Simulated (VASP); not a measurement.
```
ZnP2Si
1.0
   -2.71213     2.71213     5.26367
    2.71213    -2.71213     5.26367
    2.71213     2.71213    -5.26367
Zn Si P
2 2 4
Direct
  0.00000   0.00000   0.00000
  0.75000   0.25000   0.50000
  0.50000   0.50000   0.00000
  0.25000   0.75000   0.50000
  0.87500   0.85707   0.48207
  0.14293   0.62500   0.01793
  0.37500   0.39293   0.51793
  0.60707   0.12500   0.98207
```

These are PBE GGA, VASP's PBE PAW potentials (set 64) (plane waves; VASP) values and carry that method's errors. Run with 500 eV cut-off, 6×6×6 Γ-centred mesh, Gaussian smearing of 0.050 eV, potentials Zn Si P.

**Question.** What does the run give for the energy per atom (σ→0), band gap (on the k-mesh) with the smallest direct gap where there is one?

**Answer.** 
* **band gap (on the k-mesh)**: 1.35 eV
* **smallest direct gap (on the k-mesh)**: 1.35 eV
* **energy per atom (σ→0)**: -4.651 eV/atom

Total energies compare only between runs with the same potentials, cut-off and functional.

The compound is ZnSiP2 in the chalcopyrite structure. It was relaxed first.
